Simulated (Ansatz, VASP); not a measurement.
# BAs in two plane-wave programs, part 2 of 2

Aim: how closely do two programs agree when they are given the same cell, functional and k mesh?  Valence electrons are named where the data sets of a main pair hold unlike numbers.

VASP 6.6.1 and Ansatz 0.2.0.

So far: The structure; VASP: band structure, r2SCAN0; Ansatz: band structure, r2SCAN0.

## Step 4: Comparison

Known differences besides the potentials themselves: exact exchange at q = 0 is treated differently, which shows on coarse meshes; VASP keeps PBE cores, Ansatz makes them for the functional; the data sets hold 18 valence electrons in Ansatz (on its default PAW (the set named soft_2) files) and 8 in VASP; the cutoff is 500 eV in Ansatz and 420 eV in VASP; VASP takes a coarser grid for exact exchange (PRECFOCK = Fast). Total energies have different zeros and are not compared.

Both answers:

```csv
quantity,Ansatz,VASP,difference
gap over the path points (eV),2.615,2.642,-0.027
```

Levels at points of the path, from each program's valence-band top (eV; 3 filled, then empty):

| k (reciprocal lattice) | Ansatz | VASP |
| --- | --- | --- |
| 0.000 0.000 0.000 | 0.00 0.00 0.00 4.86 4.86 4.86 | 0.00 0.00 0.00 4.87 4.87 4.87 |
| 0.400 0.000 0.400 | -8.46 -4.42 -4.42 2.62 3.81 13.04 | -8.44 -4.40 -4.40 2.64 3.84 13.00 |
| 0.500 0.000 0.500 | -9.91 -4.68 -4.68 2.87 2.96 14.19 | -9.88 -4.66 -4.66 2.90 2.98 14.14 |
| 0.500 0.200 0.700 | -9.48 -6.08 -5.80 6.33 6.76 10.02 | -9.45 -6.05 -5.77 6.34 6.77 10.00 |
| 0.400 0.350 0.750 | -9.48 -6.73 -4.18 3.84 7.54 11.30 | -9.45 -6.70 -4.16 3.86 7.55 11.28 |
| 0.150 0.150 0.300 | -4.63 -3.23 -0.80 5.80 6.06 6.94 | -4.61 -3.21 -0.78 5.81 6.07 6.94 |
| 0.200 0.200 0.200 | -4.27 -0.99 -0.99 4.94 6.13 6.13 | -4.25 -0.98 -0.98 4.97 6.14 6.14 |
| 0.550 0.400 0.550 | -9.81 -4.07 -2.69 4.93 7.18 7.84 | -9.78 -4.04 -2.67 4.95 7.18 7.83 |
| 0.600 0.250 0.650 | -9.48 -6.73 -4.18 3.84 7.54 11.30 | -9.45 -6.70 -4.16 3.86 7.55 11.28 |
| 0.500 0.250 0.750 | -9.41 -6.22 -5.91 7.17 8.17 8.65 | -9.39 -6.19 -5.88 7.18 8.18 8.64 |

Among the levels compared at these points, filled levels agree within 36 meV and empty ones within 50 meV.

## Step 5: VASP: band structure, HSE03

Levels along a path test the potential and the projectors away from the mesh points.

The run reads the wave functions of an earlier VASP run, which isn't shown here.

File INCAR:

```
SYSTEM = BAs
PREC = Accurate
ENCUT = 420
EDIFF = 1E-06
NELM = 100
ISMEAR = 0
SIGMA = 0.02
LREAL = .FALSE.
ALGO = Normal
LHFCALC = .TRUE.
AEXX = 0.25
GGA = PE
HFSCREEN = 0.3
LASPH = .TRUE.
NBANDS = 10
PRECFOCK = Fast
LORBIT = 11
LWAVE = .FALSE.
LCHARG = .FALSE.
KPAR = 4
```

File POSCAR:

```
BAs
1.0
    0.0000000000      2.3885000000      2.3885000000
    2.3885000000      0.0000000000      2.3885000000
    2.3885000000      2.3885000000      0.0000000000
B As
1 1
Direct
    0.0000000000      0.0000000000      0.0000000000
    0.2500000000      0.2500000000      0.2500000000
```

File KPOINTS:

```
Automatic mesh
0
Gamma
5 5 5
0 0 0
```

File KPOINTS_OPT:

```
Line mode
6
Line-mode
Reciprocal
  0.00000000   0.00000000   0.00000000 GAMMA
  0.50000000   0.00000000   0.50000000 X

  0.50000000   0.00000000   0.50000000 X
  0.50000000   0.25000000   0.75000000 W

  0.50000000   0.25000000   0.75000000 W
  0.37500000   0.37500000   0.75000000 K

  0.37500000   0.37500000   0.75000000 K
  0.00000000   0.00000000   0.00000000 GAMMA

  0.00000000   0.00000000   0.00000000 GAMMA
  0.50000000   0.50000000   0.50000000 L

  0.50000000   0.50000000   0.50000000 L
  0.62500000   0.25000000   0.62500000 U

  0.62500000   0.25000000   0.62500000 U
  0.50000000   0.25000000   0.75000000 W

  0.50000000   0.25000000   0.75000000 W
  0.50000000   0.50000000   0.50000000 L

  0.50000000   0.50000000   0.50000000 L
  0.37500000   0.37500000   0.75000000 K

  0.62500000   0.25000000   0.62500000 U
  0.50000000   0.00000000   0.50000000 X
```

The projector-augmented-wave data sets are B and As (PBE family, release 64).

Command:

```console
$ mpirun -np 4 vasp_std
```

Numbers of over 12 decimals in the logs are rounded to 6 here.

Log:

```text
[banner, memory and clock lines left out]
running    4 mpi-ranks, on    1 nodes
[...]
LDA part: xc-table for (Slater+PW92), standard interpolation
 found WAVECAR, reading the header
 POSCAR, INCAR and KPOINTS ok, starting setup
[...]
reading WAVECAR
 the WAVECAR file was read successfully
 initial charge from wavefunction
 entering main loop
       N       E                     dE             d eps       ncg     rms          rms(c)
DAV:   1    -0.128614591341E+02   -0.12861E+02   -0.43884E-01   208   0.487E+00    0.246E+00
DAV:   2    -0.128625110029E+02   -0.10519E-02   -0.35720E-03   222   0.458E-01    0.158E+00
DAV:   3    -0.128618042483E+02    0.70675E-03   -0.66036E-04   220   0.161E-01    0.923E-01
DAV:   4    -0.128615894134E+02    0.21483E-03   -0.12374E-04   214   0.759E-02    0.529E-01
DAV:   5    -0.128615141014E+02    0.75312E-04   -0.28039E-05   226   0.357E-02    0.301E-01
DAV:   6    -0.128614893060E+02    0.24795E-04   -0.10678E-05   216   0.206E-02    0.170E-01
DAV:   7    -0.128614820572E+02    0.72489E-05   -0.31482E-06   226   0.119E-02    0.958E-02
DAV:   8    -0.128614801151E+02    0.19421E-05   -0.87917E-07   112   0.697E-03    0.544E-02
DAV:   9    -0.128614799604E+02    0.15469E-06   -0.34183E-07   112   0.443E-03
   1 F= -.12861480E+02 E0= -.12861480E+02  d E =-.108592E-22
 Start KPOINTS_OPT (optional k-point list driver)
k-point batch [1-10\60]
       N       E                     dE             ncg
DAV:   1     0.161613790327E+03   -0.21998E+04      200
DAV:   2    -0.645845593691E+02   -0.22620E+03      302
DAV:   3    -0.765769831976E+02   -0.11992E+02      254
DAV:   4    -0.766671773783E+02   -0.90194E-01      264
DAV:   5    -0.766679207828E+02   -0.74340E-03      274
DAV:   6    -0.766679224994E+02   -0.17166E-05      250
DAV:   7    -0.766679225056E+02   -0.61197E-08      242
[...]
k-point batch [51-60\60]
       N       E                     dE             ncg
DAV:   1     0.583203986600E+02   -0.31480E+04      200
DAV:   2    -0.139748444801E+03   -0.19807E+03      262
DAV:   3    -0.148492286142E+03   -0.87438E+01      252
DAV:   4    -0.148569245954E+03   -0.76960E-01      284
DAV:   5    -0.148569520258E+03   -0.27430E-03      260
DAV:   6    -0.148569520630E+03   -0.37251E-06      254
```

OUTCAR, selected parts (step 5):

```text
 POSITION                                       TOTAL-FORCE (eV/Angst)
 -----------------------------------------------------------------------------------
      0.00000      0.00000      0.00000         0.000000      0.000000      0.000000
      1.19425      1.19425      1.19425        -0.000000     -0.000000     -0.000000
 -----------------------------------------------------------------------------------
    total drift:                                0.000001      0.000001      0.000001

  FREE ENERGIE OF THE ION-ELECTRON SYSTEM (eV)
  ---------------------------------------------------
  free  energy   TOTEN  =       -12.8614799604 eV

  energy  without entropy=      -12.8614799604  energy(sigma->0) =      -12.86147996

[... 2 parts as in an earlier step ...]

[... 1 further part left out ...]
[key lines of the parts left out:]
E-fermi :   5.9426
```

The k-mesh is coarse for exact exchange; levels may shift by about 0.1 eV on a finer one.

## Step 6: Ansatz: band structure, HSE03

The same cell, functional, mesh and smearing now go to Ansatz, which takes its cutoff from its data sets.

File input.yaml:

```yaml
crystal:
  lattice:
    - [0.0, 2.3885, 2.3885]
    - [2.3885, 0.0, 2.3885]
    - [2.3885, 2.3885, 0.0]
  atoms:
    - { symbol: B, position: [0.0, 0.0, 0.0] }
    - { symbol: As, position: [0.25, 0.25, 0.25] }
hamiltonian:
  xc: { exchange: pbe, correlation: pbe, exx: { coeff: 0.25, omega: 0.3 } }
  pseudopotentials: { kind: paw }
kpoints:
  mp_grid: { grid: [5, 5, 5] }
  band_path:
    path:
      - [0.0, 0.0, 0.0]
      - [0.4, 0.0, 0.4]
      - [0.5, 0.0, 0.5]
      - [0.5, 0.2, 0.7]
      - [0.4, 0.35, 0.75]
      - [0.15, 0.15, 0.3]
      - [0.2, 0.2, 0.2]
      - [0.55, 0.4, 0.55]
      - [0.6, 0.25, 0.65]
      - [0.5, 0.25, 0.75]
      - [0.5, 0.5, 0.5]
      - [0.375, 0.375, 0.75]
      - [0.5, 0.0, 0.5]
    npoints: 1
scf:
  occupations: { method: gaussian, width: 0.02 }
  n_extra_bands: 7
output:
  forces: true
  stress: true
  eigenvalues: true
```

Command:

```console
$ ansatz run input.yaml --threads 4 --pin off --max-ram 9216MiB --backend cpu --events-out ev --progress --plain --runs-dir out
```

Log:

```text
[...]
Crystal: 2 atoms, lattice volume = 27.252 Å³
Basis set: ecut = 420 eV, 531 PW (Γ), exchange–correlation on 48×48×48 points (8 copies of the dense FFT grid, shifted against one another)
Bands: 16, of which v1, the nominal top of the filled ones, is band 9 counted from 1 (8 counted from 0)
Symmetry: 24 space group operations
[...]
k-points: 10 of 125 (time reversal used)
[...]
--- Band table (eV; the first three rows and the last of 10) ---
  k-point 0: bands = [... 5 lower, -5.9900, 10.8367, 10.8367, 10.8367, 14.7797, 14.7797, 14.7797, 16.5055, ... 3 higher]
  k-point 1: bands = [... 5 lower, -5.2746, 6.8053, 9.9089, 9.9089, 14.7618, 15.9659, 15.9659, 19.0403, ... 3 higher]
  k-point 2: bands = [... 5 lower, -3.4026, 2.2075, 8.9945, 8.9945, 14.2838, 16.3981, 16.3981, 20.6653, ... 3 higher]
  k-point 9: bands = [... 5 lower, -1.8543, 2.4718, 4.9509, 6.3677, 15.9731, 16.9117, 17.7961, 21.6750, ... 3 higher]
[key lines of the parts left out:]
Free energy (F): -5013.400012 eV
Fermi energy:    11.669998 eV
P = ⅓ Tr σ = 0.0185 GPa (0.185 kbar)
```

Elapsed: 13 s, on 4 threads of Arm Neoverse V2, shared host; peak memory 0.61 GiB; 43 s of CPU time.

## Step 7: Comparison

What differs besides the data sets and the points named for the pairs above, as far as they apply: the data sets hold 18 valence electrons in Ansatz (on its default PAW (the set named soft_2) files) and 8 in VASP. Total energies have different zeros and are not compared.

The two programs side by side:

```csv
quantity,Ansatz,VASP,difference
gap over the path points (eV),1.667,1.674,-0.007
```

Levels at points of the path, from each program's valence-band top (eV; 3 filled, then empty):

| k (reciprocal lattice) | Ansatz | VASP |
| --- | --- | --- |
| 0.000 0.000 0.000 | 0.00 0.00 0.00 3.94 3.94 3.94 | 0.00 0.00 0.00 3.94 3.94 3.94 |
| 0.400 0.000 0.400 | -8.00 -4.17 -4.17 1.67 2.81 11.66 | -8.00 -4.16 -4.16 1.67 2.81 11.61 |
| 0.500 0.000 0.500 | -9.38 -4.42 -4.42 1.90 1.98 12.75 | -9.37 -4.41 -4.41 1.91 1.98 12.69 |
| 0.500 0.200 0.700 | -8.95 -5.76 -5.49 5.21 5.64 8.80 | -8.94 -5.75 -5.48 5.20 5.64 8.77 |
| 0.400 0.350 0.750 | -8.96 -6.38 -3.94 2.84 6.37 10.01 | -8.95 -6.37 -3.93 2.85 6.36 9.98 |
| 0.150 0.150 0.300 | -4.36 -3.06 -0.76 4.75 5.08 5.87 | -4.35 -3.05 -0.76 4.74 5.07 5.86 |
| 0.200 0.200 0.200 | -4.03 -0.93 -0.93 3.92 5.13 5.13 | -4.03 -0.93 -0.93 3.93 5.12 5.12 |
| 0.550 0.400 0.550 | -9.31 -3.85 -2.53 3.90 6.06 6.74 | -9.30 -3.84 -2.52 3.90 6.05 6.72 |
| 0.600 0.250 0.650 | -8.96 -6.38 -3.94 2.84 6.37 10.01 | -8.95 -6.37 -3.93 2.85 6.36 9.98 |
| 0.500 0.250 0.750 | -8.89 -5.90 -5.59 5.98 6.94 7.50 | -8.88 -5.89 -5.58 5.97 6.94 7.48 |

Among the levels compared at these points, filled levels agree within 13 meV and empty ones within 56 meV.

## Step 8: What came out

```
largest difference of a filled level at the path points (band structure, r2SCAN0) : 36 meV
largest difference of a filled level at the path points (band structure, HSE03)   : 13 meV
```

What this shows: The largest difference of a filled level at the path points is 36 meV (band structure, r2SCAN0), within the 80 meV picked in this series as the mark of a large difference. The data sets hold unlike numbers of valence electrons (18 in Ansatz and 8 in VASP), so part of the differences comes from the potentials. How closely two codes agree says nothing of how well the functional describes the real material.

[Lines on the potential files, build, host, timing and source positions are cut from VASP's logs without a mark.]

[Logs are printed without paths, hosts, clocks, repeated set-up lines and the standing remarks that a program may print on its own settings, such as how far it seeks lower states.]

[Hosts, paths, dates, database ids (printed as entryN), source tags and the programs' standing remarks are cut or masked in the printed files.]
